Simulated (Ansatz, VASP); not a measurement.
# Al6W in VASP and in Ansatz

```
Al W
1.0
     5.62187    0.00000    0.00000
     0.00000    5.62187    0.00000
     0.00000    0.00000    3.75656
Al W
6 1
Direct
  0.75769 0.75769 0.00000
  0.24231 0.24231 0.00000
  0.24231 0.75769 0.00000
  0.75769 0.24231 0.00000
  0.50000 0.00000 0.50000
  0.00000 0.50000 0.50000
  0.50000 0.50000 0.50000
```

Alike in both runs: functional PBE; k mesh 6 × 6 × 8; occupations gaussian, width 0.1 eV; no spin polarisation.

Ansatz relaxed the structure, and its values are those at the end. VASP's run is a single point on that final structure, the one shown.

|  | VASP | Ansatz |
| --- | --- | --- |
| version | VASP 6.6.1 | Ansatz 0.2.0 |
| potentials or method | VASP PAW PBE potentials, release 64 (Al, W_sv) | scalar-relativistic, plane waves, PAW |
| plane-wave cutoff (eV) | 520 | 420 |
| valence electrons in the cell | 32 | 32 |

|  | VASP | Ansatz | Ansatz less VASP |
| --- | --- | --- | --- |
| gap on the k mesh at the Fermi level (eV) | none | none | - |
| pressure (GPa) | 0.0 | 0.0 | +0.03 |

A gap of «none» marks a metal or a gap that the smearing closes.

The runs have no spin-orbit coupling, so splittings on W are missing.
